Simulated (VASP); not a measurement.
OSZICAR of a VASP run on Ho (space group P6_3/mmc):

File OSZICAR:
```
       N       E                     dE             d eps       ncg     rms          rms(c)
DAV:   1     0.595992233460E+03    0.59599E+03   -0.18289E+04 19088   0.114E+03
DAV:   2     0.945142715543E+02   -0.50148E+03   -0.46388E+03 20644   0.275E+02
DAV:   3    -0.962210457486E+01   -0.10414E+03   -0.99029E+02 21256   0.107E+02
DAV:   4    -0.187946493333E+02   -0.91725E+01   -0.89925E+01 26440   0.269E+01
DAV:   5    -0.191125849194E+02   -0.31794E+00   -0.31698E+00 27124   0.541E+00    0.192E+02
DAV:   6    -0.391563538837E+02   -0.20044E+02   -0.28995E+01 22640   0.375E+01    0.188E+02
DAV:   7    -0.905735128152E+02   -0.51417E+02   -0.44204E+02 26050   0.757E+01    0.204E+02
DAV:   8    -0.359421323371E+03   -0.26885E+03   -0.23725E+03 29010   0.139E+02    0.232E+02
DAV:   9    -0.140419329725E+03    0.21900E+03   -0.24116E+03 26458   0.697E+01    0.133E+02
DAV:  10    -0.919483445240E+02    0.48471E+02   -0.15589E+02 23914   0.461E+01    0.862E+01
DAV:  11    -0.465852085121E+02    0.45363E+02   -0.47940E+01 25154   0.237E+01    0.114E+02
DAV:  12    -0.441568703303E+02    0.24283E+01   -0.15318E+01 25390   0.210E+01    0.107E+02
DAV:  13    -0.426994486678E+02    0.14574E+01   -0.32511E+00 22546   0.601E+00    0.104E+02
DAV:  14    -0.433262958687E+02   -0.62685E+00   -0.27067E-01 24722   0.163E+00    0.106E+02
DAV:  15    -0.400604932833E+02    0.32658E+01   -0.40702E-01 24424   0.231E+00    0.104E+02
DAV:  16    -0.398666410004E+02    0.19385E+00   -0.50691E-02 21784   0.952E-01    0.105E+02
DAV:  17    -0.346697080613E+02    0.51969E+01   -0.48818E-01 22156   0.400E+00    0.987E+01
DAV:  18    -0.342396467411E+02    0.43006E+00   -0.10193E-01 22768   0.172E+00    0.990E+01
DAV:  19    -0.332292106081E+02    0.10104E+01   -0.31585E-02 22916   0.102E+00    0.981E+01
DAV:  20    -0.332190467771E+02    0.10164E-01   -0.46067E-03 18860   0.258E-01    0.984E+01
DAV:  21    -0.338024183039E+02   -0.58337E+00   -0.23978E-01 21448   0.224E+00    0.916E+01
DAV:  22    -0.330574651475E+02    0.74495E+00   -0.56984E-01 22118   0.776E+00    0.757E+01
DAV:  23    -0.192590276250E+02    0.13798E+02   -0.12685E+01 24274   0.134E+01    0.721E+01
DAV:  24    -0.191395489113E+02    0.11948E+00   -0.11619E+00 21154   0.500E+00    0.117E+02
DAV:  25    -0.187459786202E+02    0.39357E+00   -0.11050E+00 22136   0.466E+00    0.557E+01
DAV:  26    -0.190415176585E+02   -0.29554E+00   -0.29532E-01 19852   0.325E+00    0.581E+01
DAV:  27    -0.194377514004E+02   -0.39623E+00   -0.69640E-01 22980   0.369E+00    0.936E+01
DAV:  28    -0.204681199997E+02   -0.10304E+01   -0.88668E-01 21304   0.294E+00    0.139E+02
DAV:  29    -0.210662635651E+02   -0.59814E+00   -0.21795E-01 20346   0.221E+00    0.148E+02
DAV:  30    -0.204820810135E+02    0.58418E+00   -0.14155E-01 19056   0.143E+00    0.146E+02
DAV:  31    -0.204751879839E+02    0.68930E-02   -0.16661E-02 20862   0.568E-01    0.144E+02
DAV:  32    -0.198945374734E+02    0.58065E+00   -0.28563E-02 20492   0.947E-01    0.135E+02
DAV:  33    -0.192076940463E+02    0.68684E+00   -0.21415E-01 22100   0.251E+00    0.960E+01
DAV:  34    -0.192204952402E+02   -0.12801E-01   -0.21499E-01 19094   0.255E+00    0.836E+01
DAV:  35    -0.187225899479E+02    0.49791E+00   -0.15288E-01 22110   0.315E+00    0.717E+01
DAV:  36    -0.192618781059E+02   -0.53929E+00   -0.71987E-01 25382   0.584E+00    0.645E+01
DAV:  37    -0.202561265096E+02   -0.99425E+00   -0.46776E-01 19052   0.310E+00    0.600E+01
DAV:  38    -0.203349826786E+02   -0.78856E-01   -0.45613E-02 22480   0.813E-01    0.630E+01
DAV:  39    -0.196022744495E+02    0.73271E+00   -0.17665E+00 25744   0.539E+00    0.914E+01
DAV:  40    -0.183781172899E+02    0.12242E+01   -0.68764E-01 19250   0.427E+00    0.788E+01
DAV:  41    -0.184961771195E+02   -0.11806E+00   -0.27755E-01 21954   0.299E+00    0.900E+01
DAV:  42    -0.244106408972E+02   -0.59145E+01   -0.91210E+00 24224   0.894E+00    0.153E+02
DAV:  43    -0.192879638603E+02    0.51227E+01   -0.30994E+00 22416   0.832E+00    0.874E+01
DAV:  44    -0.196574947885E+02   -0.36953E+00   -0.19571E-01 19604   0.215E+00    0.845E+01
DAV:  45    -0.193977699529E+02    0.25972E+00   -0.10383E+00 25792   0.398E+00    0.620E+01
DAV:  46    -0.194690030462E+02   -0.71233E-01   -0.10335E-01 19074   0.164E+00    0.621E+01
DAV:  47    -0.194824229516E+02   -0.13420E-01   -0.15686E-02 20972   0.558E-01    0.619E+01
DAV:  48    -0.195007219181E+02   -0.18299E-01   -0.51352E-03 16518   0.237E-01    0.619E+01
DAV:  49    -0.191013391196E+02    0.39938E+00   -0.24359E-01 23244   0.398E+00    0.554E+01
DAV:  50    -0.191135576057E+02   -0.12218E-01   -0.10321E-01 21274   0.143E+00    0.528E+01
DAV:  51    -0.282439583255E+02   -0.91304E+01   -0.54179E+00 23706   0.154E+01    0.108E+02
DAV:  52    -0.247048937975E+02    0.35391E+01   -0.33330E+00 23100   0.802E+00    0.962E+01
DAV:  53    -0.245035109378E+02    0.20138E+00   -0.40107E-01 19402   0.228E+00    0.989E+01
DAV:  54    -0.242560412084E+02    0.24747E+00   -0.29854E-02 22970   0.650E-01    0.985E+01
DAV:  55    -0.245900473117E+02   -0.33401E+00   -0.30500E-01 21264   0.205E+00    0.958E+01
DAV:  56    -0.273857113137E+02   -0.27957E+01   -0.31454E-01 22578   0.311E+00    0.933E+01
DAV:  57    -0.290935453600E+02   -0.17078E+01   -0.47886E-01 21536   0.380E+00    0.943E+01
DAV:  58    -0.279286326685E+02    0.11649E+01   -0.22515E-01 20810   0.266E+00    0.936E+01
DAV:  59    -0.261228470372E+02    0.18058E+01   -0.94715E-02 22940   0.190E+00    0.925E+01
DAV:  60    -0.253396262177E+02    0.78322E+00   -0.30505E-02 22834   0.777E-01    0.926E+01
DAV:  61    -0.203128640192E+02    0.50268E+01   -0.10635E+00 22396   0.448E+00    0.563E+01
DAV:  62    -0.201081688572E+02    0.20470E+00   -0.31628E-01 19730   0.271E+00    0.573E+01
DAV:  63    -0.201748713783E+02   -0.66703E-01   -0.46282E-02 22476   0.109E+00    0.627E+01
DAV:  64    -0.199620621458E+02    0.21281E+00   -0.14221E+00 20250   0.352E+00    0.414E+01
DAV:  65    -0.206349194916E+02   -0.67286E+00   -0.96519E-01 22104   0.349E+00    0.393E+01
DAV:  66    -0.247485350851E+02   -0.41136E+01   -0.32753E+00 21660   0.617E+00    0.105E+02
DAV:  67    -0.223515768376E+02    0.23970E+01   -0.34878E+00 21686   0.665E+00    0.417E+01
DAV:  68    -0.238041895537E+02   -0.14526E+01   -0.25431E+00 22226   0.531E+00    0.583E+01
DAV:  69    -0.226349198062E+02    0.11693E+01   -0.92301E-01 19160   0.332E+00    0.569E+01
DAV:  70    -0.208284457743E+02    0.18065E+01   -0.30555E-01 20366   0.345E+00    0.530E+01
DAV:  71    -0.190295090785E+02    0.17989E+01   -0.13412E+00 20916   0.341E+00    0.382E+01
DAV:  72    -0.195136240387E+02   -0.48411E+00   -0.31544E-01 20664   0.252E+00    0.480E+01
DAV:  73    -0.173361861541E+02    0.21774E+01   -0.62886E-01 19678   0.257E+00    0.478E+01
DAV:  74    -0.169177493048E+02    0.41844E+00   -0.53917E-02 23228   0.717E-01    0.480E+01
DAV:  75    -0.168505443794E+02    0.67205E-01   -0.36416E-03 17954   0.170E-01    0.481E+01
DAV:  76    -0.186382660277E+02   -0.17877E+01   -0.17323E+00 21336   0.378E+00    0.616E+01
DAV:  77    -0.218277116517E+02   -0.31894E+01   -0.19660E+00 18682   0.424E+00    0.511E+01
DAV:  78    -0.223844356066E+02   -0.55672E+00   -0.11300E+00 23230   0.453E+00    0.514E+01
DAV:  79    -0.208290993814E+02    0.15553E+01   -0.16562E+00 19234   0.364E+00    0.545E+01
DAV:  80    -0.205638026941E+02    0.26530E+00   -0.33811E-01 20150   0.192E+00    0.514E+01
DAV:  81    -0.173750170501E+02    0.31888E+01   -0.68861E+00 21074   0.796E+00    0.947E+01
DAV:  82    -0.193921838118E+02   -0.20172E+01   -0.11879E+00 20192   0.544E+00    0.104E+02
DAV:  83    -0.182176343746E+02    0.11745E+01   -0.29710E-01 22318   0.294E+00    0.911E+01
DAV:  84    -0.182238336649E+02   -0.61993E-02   -0.85783E-02 21998   0.136E+00    0.752E+01
DAV:  85    -0.191076068470E+02   -0.88377E+00   -0.11014E-01 20166   0.200E+00    0.656E+01
DAV:  86    -0.246737116102E+02   -0.55661E+01   -0.53316E+00 20738   0.158E+01    0.754E+01
DAV:  87    -0.265015289797E+02   -0.18278E+01   -0.16915E+00 22152   0.504E+00    0.776E+01
DAV:  88    -0.261657033010E+02    0.33583E+00   -0.46739E-01 22756   0.419E+00    0.827E+01
DAV:  89    -0.249105182831E+02    0.12552E+01   -0.29950E-01 20434   0.271E+00    0.759E+01
DAV:  90    -0.223365069402E+02    0.25740E+01   -0.96153E-01 19752   0.369E+00    0.543E+01
DAV:  91    -0.272448489890E+02   -0.49083E+01   -0.35601E+00 20690   0.805E+00    0.764E+01
DAV:  92    -0.259924123758E+02    0.12524E+01   -0.17303E+00 20670   0.679E+00    0.772E+01
DAV:  93    -0.246194200595E+02    0.13730E+01   -0.20694E-01 21576   0.239E+00    0.771E+01
DAV:  94    -0.222705708433E+02    0.23488E+01   -0.19252E-01 27538   0.235E+00    0.580E+01
DAV:  95    -0.220652361442E+02    0.20533E+00   -0.18448E-01 22744   0.113E+00    0.366E+01
DAV:  96    -0.222661309974E+02   -0.20089E+00   -0.42694E+00 22720   0.362E+00    0.624E+01
DAV:  97    -0.220459065569E+02    0.22022E+00   -0.12202E+00 23592   0.373E+00    0.448E+01
DAV:  98    -0.218737499356E+02    0.17216E+00   -0.53722E-01 20100   0.254E+00    0.306E+01
DAV:  99    -0.217709917269E+02    0.10276E+00   -0.84015E-02 22708   0.122E+00    0.307E+01
DAV: 100    -0.217312260363E+02    0.39766E-01   -0.45996E-02 20968   0.819E-01
   1 F= -.21731226E+02 E0= -.21738776E+02  d E =0.226508E-01  mag=     1.5249
```

Problem. Which electronic solver shows in the log?

Solution. It is blocked Davidson (ALGO = Normal, or the opening steps of other solvers). The INCAR had ALGO = Normal.

Problem. How was spin treated?

Solution. Collinear spin (ISPIN = 2): the summary line carries one mag value, 1.52 μB in the cell.

Problem. Can the final energy be trusted as converged?

Solution. Convergence was not reached. It stopped with EDIFF = 1E-03, NELM = 100 (PBE GGA, plane waves, VASP's PBE PAW potentials (set 64)).

The structure was generated: Ho was put into an ordered model structure, which need not be its known phase. The cell was not relaxed at this level. The run is one of a series of settings (EDIFF = 1E-03, ENCUT = 210, ISMEAR = 1, SIGMA = 0.136, KPOINTS 8×8×8 Γ-centred mesh shifted by (0.5, 0.5, 0.5) against the base run), some of them coarse on purpose.
